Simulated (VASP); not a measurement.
Output of a VASP run:

File OUTCAR:
```
 ion  position               nearest neighbor table
   1  0.000  0.000  0.000-   4 2.52   4 2.52   4 2.52   3 2.52   3 2.52   3 2.52
   2  0.500  0.500  0.500-   3 2.52   3 2.52   3 2.52   4 2.52   4 2.52   4 2.52
   3  0.250  0.250  0.250-   1 2.52   1 2.52   1 2.52   2 2.52   2 2.52   2 2.52
   4  0.750  0.750  0.750-   2 2.52   2 2.52   2 2.52   1 2.52   1 2.52   1 2.52
  LATTYP: Found a trigonal (rhomboedric) cell.
 ALAT       =     6.1630719593
 COS(alpha) =     0.8323117345
 Subroutine PRICEL returns following result:
  LATTYP: Found a trigonal (rhomboedric) cell.
 ALAT       =     3.5609765401
 COS(alpha) =     0.4977049195
 Subroutine GETGRP returns: Found 12 space group operations
The static configuration has the point symmetry D_3d.
The dynamic configuration has the point symmetry D_3d.
The overall configuration has the point symmetry D_3d.
 Subroutine INISYM returns: Found 12 space group operations
 Subroutine IBZKPT returns following result:
 Found     44 irreducible k-points:

 Following reciprocal coordinates:
            Coordinates               Weight
  0.000000  0.000000  0.000000      1.000000
  0.142857 -0.000000 -0.000000      6.000000
  0.285714  0.000000  0.000000      6.000000
  0.428571 -0.000000 -0.000000      6.000000
  0.142857  0.142857 -0.000000      6.000000
  0.285714  0.142857 -0.000000     12.000000
  0.428571  0.142857 -0.000000     12.000000
 -0.428571  0.142857  0.000000     12.000000
 -0.285714  0.142857  0.000000     12.000000
 -0.142857  0.142857  0.000000      6.000000
  0.285714  0.285714  0.000000      6.000000
  0.428571  0.285714 -0.000000     12.000000
 -0.428571  0.285714  0.000000     12.000000
 -0.285714  0.285714  0.000000      6.000000
  0.428571  0.428571 -0.000000      6.000000
 -0.428571  0.428571  0.000000      6.000000
  0.142857  0.142857  0.142857      2.000000
  0.285714  0.142857  0.142857      6.000000
  0.428571  0.142857  0.142857      6.000000
 -0.428571  0.142857  0.142857      6.000000
 -0.285714  0.142857  0.142857      6.000000
 -0.142857  0.142857  0.142857      6.000000
  0.285714  0.285714  0.142857      6.000000
  0.428571  0.285714  0.142857     12.000000
 -0.428571  0.285714  0.142857     12.000000
 -0.285714  0.285714  0.142857     12.000000
 -0.142857  0.285714  0.142857     12.000000
  0.428571  0.428571  0.142857      6.000000
 -0.428571  0.428571  0.142857     12.000000
 -0.285714  0.428571  0.142857     12.000000
 -0.142857  0.428571  0.142857     12.000000
 -0.428571 -0.428571  0.142857      6.000000
 -0.285714 -0.428571  0.142857     12.000000
 -0.285714 -0.285714  0.142857      6.000000
  0.285714  0.285714  0.285714      2.000000
  0.428571  0.285714  0.285714      6.000000
 -0.428571  0.285714  0.285714      6.000000
 -0.285714  0.285714  0.285714      6.000000
  0.428571  0.428571  0.285714      6.000000
 -0.428571  0.428571  0.285714     12.000000
   k-points           NKPTS =     44   k-points in BZ     NKDIM =     44   number of bands    NBANDS=     23
   number of dos      NEDOS =    301   number of ions     NIONS =      4
   total plane-waves  NPLWV = 110592
   dimension x,y,z NGX =    48 NGY =   48 NGZ =   48
   dimension x,y,z NGXF=    96 NGYF=   96 NGZF=   96
   ions per type =               2   2
   PREC   = accura    normal or accurate (medium, high low for compatibility)
   ISTART =      0    job   : 0-new  1-cont  2-samecut
   ICHARG =      2    charge: 1-file 2-atom 10-const
   ISPIN  =      2    spin polarized calculation?
   LNONCOLLINEAR =      F non collinear calculations
   LSORBIT =      F    spin-orbit coupling
   INIWAV =      1    electr: 0-lowe 1-rand  2-diag
   ENCUT  =  520.0 eV  38.22 Ry    6.18 a.u.  11.46 11.46 11.46*2*pi/ulx,y,z
   NELM   =    100;   NELMIN=  2; NELMDL= -5     # of ELM steps
   EDIFF  = 0.1E-05   stopping-criterion for ELM
   LREAL  =      F    real-space projection
   NLSPLINE    = F    spline interpolate recip. space projectors
...
```

### OSZICAR
```
       N       E                     dE             d eps       ncg     rms          rms(c)
DAV:   1     0.391074740985E+03    0.39107E+03   -0.21516E+04  4216   0.183E+03
DAV:   2     0.538306295921E+01   -0.38569E+03   -0.38084E+03  4076   0.496E+02
DAV:   3    -0.300016434651E+02   -0.35385E+02   -0.34747E+02  5852   0.138E+02
DAV:   4    -0.310902799283E+02   -0.10886E+01   -0.10877E+01  4629   0.232E+01
DAV:   5    -0.311140457592E+02   -0.23766E-01   -0.23762E-01  5242   0.394E+00    0.185E+01
DAV:   6    -0.288158387121E+02    0.22982E+01   -0.22899E+01  5398   0.462E+01    0.144E+01
DAV:   7    -0.289931491911E+02   -0.17731E+00   -0.23887E+00  4896   0.167E+01    0.853E+00
DAV:   8    -0.290130453891E+02   -0.19896E-01   -0.29419E-01  5510   0.474E+00    0.395E+00
DAV:   9    -0.289984437717E+02    0.14602E-01   -0.62252E-02  5502   0.245E+00    0.433E-01
DAV:  10    -0.290016046457E+02   -0.31609E-02   -0.65935E-03  4818   0.634E-01    0.271E-01
DAV:  11    -0.290017812167E+02   -0.17657E-03   -0.54373E-04  4937   0.156E-01    0.143E-01
DAV:  12    -0.290018339670E+02   -0.52750E-04   -0.10422E-04  4692   0.617E-02    0.890E-02
DAV:  13    -0.290018584343E+02   -0.24467E-04   -0.45538E-05  4778   0.446E-02    0.190E-02
DAV:  14    -0.290018538465E+02    0.45878E-05   -0.13539E-05  5159   0.280E-02    0.953E-03
DAV:  15    -0.290018563466E+02   -0.25001E-05   -0.20649E-06  2789   0.172E-02    0.409E-03
DAV:  16    -0.290018565026E+02   -0.15599E-06   -0.21309E-07  2479   0.341E-03
   1 F= -.29001857E+02 E0= -.29001857E+02  d E =-.290019E+02  mag=    -0.0000
```

### OUTCAR
```
------------------------ aborting loop because EDIFF is reached ----------------------------------------
  FORCE on cell =-STRESS in cart. coord.  units (eV):
  Direction    XX          YY          ZZ          XY          YZ          ZX
  --------------------------------------------------------------------------------------
  Total       -0.0591937     -0.0591937     -0.0591937     -0.0666018     -0.0666018     -0.0666018
  in kB       -1.4800402     -1.4800402     -1.4800402     -1.6652691     -1.6652691     -1.6652691
  external PRESSURE =      -1.4800402 kB  Pullay stress =       0.0000000 kB
  volume of cell :       64.08
      direct lattice vectors                 reciprocal lattice vectors
     5.035974694  2.512211660  2.512211660     0.297289025 -0.098944689 -0.098944689
     2.512211660  5.035974694  2.512211660    -0.098944689  0.297289025 -0.098944689
     2.512211660  2.512211660  5.035974694    -0.098944689 -0.098944689  0.297289025
 POSITION                                       TOTAL-FORCE (eV/Angst)
 -----------------------------------------------------------------------------------
      0.00000      0.00000      0.00000        -0.000000      0.000000      0.000000
      5.03020      5.03020      5.03020        -0.000000      0.000000      0.000000
      2.51510      2.51510      2.51510         0.000000      0.000000     -0.000000
      7.54530      7.54530      7.54530        -0.000000     -0.000000      0.000000
 -----------------------------------------------------------------------------------
    total drift:                                0.000000     -0.000000     -0.000000
  FREE ENERGIE OF THE ION-ELECTRON SYSTEM (eV)
  ---------------------------------------------------
  free  energy   TOTEN  =       -29.0018565026 eV

  energy  without entropy=      -29.0018565025  energy(sigma->0) =      -29.00185650

 total charge

# of ion       s       p       d       tot
------------------------------------------
    1        0.232   6.195   4.996  11.423
    2        0.232   6.195   4.996  11.423
    3        1.318   2.411   0.000   3.728
    4        1.318   2.411   0.000   3.728
--------------------------------------------------
tot          3.099  17.211   9.992  30.302

 magnetization (x)

# of ion       s       p       d       tot
------------------------------------------
    1        0.010   0.014   4.021   4.045
    2       -0.010  -0.014  -4.021  -4.045
    3        0.000   0.000   0.000   0.000
    4        0.000   0.000   0.000   0.000
--------------------------------------------------
tot          0.000   0.000   0.000   0.000

 reached required accuracy - stopping structural energy minimisation
```
(Selected blocks of OUTCAR.)

### POSCAR
```
MnS
1
    5.0359746943     2.5122116604     2.5122116604
    2.5122116604     5.0359746943     2.5122116604
    2.5122116604     2.5122116604     5.0359746943
Mn S
2 2
Direct
  0.0000000000   0.0000000000   0.0000000000
  0.5000000000   0.5000000000   0.5000000000
  0.2500000000   0.2500000000   0.2500000000
  0.7500000000   0.7500000000   0.7500000000
```

### Question
Write an INCAR and KPOINTS that could have produced this output.

### Answer
This is not unique; one that fits is the input of the run itself, AM05 GGA, plane waves, VASP's PBE PAW potentials (set 64).

INCAR:
```
# general
SYSTEM  = MnS
PREC    = Accurate
ENCUT   = 520   # plane-wave cut-off (eV)
LREAL   = .FALSE.
LASPH   = .TRUE.   # aspherical one-centre terms

# electronic loop
EDIFF   = 1E-6
NELM    = 100   # most electronic steps
ALGO    = Normal   # blocked Davidson
LMAXMIX = 4

# smearing
ISMEAR  = 0   # Gaussian
SIGMA   = 0.05   # width (eV)

# functional
GGA     = AM   # AM05

# spin
ISPIN   = 2   # spin-polarised
MAGMOM  = 5.0 -5.0 0.0 0.0

# ions
IBRION  = 2
NSW     = 60   # most ionic steps
ISIF    = 3   # ions, shape and volume
EDIFFG  = -0.02   # ionic stop

# output
LWAVE   = .FALSE.
LCHARG  = .FALSE.
LORBIT  = 10
```

### KPOINTS
```
Automatic
0
Gamma
7 7 7
```

POTCAR, in this order: Mn_pv S (PBE.64 set). Program: vasp_std.

The compound is MnS in the rock salt, AFM-II order structure. It was relaxed first, which changed the volume by -10 %. The start is the result of an earlier pass.
